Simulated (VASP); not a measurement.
Given:

```yaml
crystal:
  lattice:
    - [0.00000, 1.78350, 1.78350]
    - [1.78350, 0.00000, 1.78350]
    - [1.78350, 1.78350, 0.00000]
  atoms:
    - { symbol: C, position: [0.00000, 0.00000, 0.00000] }
    - { symbol: C, position: [0.25000, 0.25000, 0.25000] }
```

All values below come from Bethe-Salpeter equation (Tamm-Dancoff) on G0W0 levels and PBE orbitals, VASP's PBE PAW potentials (set 64) (plane waves; VASP). Run with PREC = Normal, 500 eV cut-off, 6×6×6 Γ-centred mesh, Gaussian smearing of 0.010 eV, potentials C_GW_new.

The mesh is coarse, so the spectrum and binding energies are not converged.

The BSE takes 3 valence and 4 conduction bands in the Tamm-Dancoff approximation; the smallest direct G0W0 gap on the mesh is 7.30 eV.

### Question
Where does the first bright exciton lie on this mesh?

### Answer
At 6.77 eV. Its distance from the direct gap isn't converged on a mesh this coarse and overstates the binding.

(ħω (eV), ε₂): (0.00, 0.00); (0.20, 0.00); (0.40, 0.00); (0.60, 0.01); (0.80, 0.01); (1.00, 0.01); (1.20, 0.01); (1.40, 0.01); (1.60, 0.02); (1.80, 0.02); (2.10, 0.02); (2.30, 0.02); (2.50, 0.03); (2.70, 0.03); (2.90, 0.03); (3.10, 0.04); (3.30, 0.04); (3.50, 0.05); (3.70, 0.05); (3.90, 0.06); (4.10, 0.06); (4.30, 0.07); (4.50, 0.08); (4.70, 0.09); (4.90, 0.10); (5.10, 0.12); (5.30, 0.14); (5.50, 0.16); (5.70, 0.20); (5.90, 0.27); (6.20, 0.50); (6.40, 1.01); (6.60, 3.45); (6.80, 11.5); (7.00, 2.19); (7.20, 0.91); (7.40, 0.65); (7.60, 0.62); (7.80, 0.73); (8.00, 1.01)

The compound is C in the diamond structure. The cell was not relaxed at this level.
